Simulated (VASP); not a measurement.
Data:

```xyz
2
Lattice="0.0000 2.7750 2.7750 2.7750 0.0000 2.7750 2.7750 2.7750 0.0000" Properties=species:S:1:pos:R:3 pbc="T T T"
Ag     0.0000     0.0000     0.0000
Cl     2.7750     2.7750     2.7750
```

Calculation: PBE GGA, VASP's PBE PAW potentials (set 64) (plane waves; VASP 6.6.1). Settings: 400 eV cut-off, 8×8×8 Γ-centred mesh, Gaussian smearing of 0.050 eV, potentials Ag Cl.

Give the stress tensor in GPa (positive for a compressed cell).

```
1.20  0.00  0.00
0.00  1.20  0.00
0.00  0.00  1.20
```
The pressure is its mean diagonal, 1.20 GPa.

The compound is AgCl in the rock salt structure. The cell was not relaxed at this level.
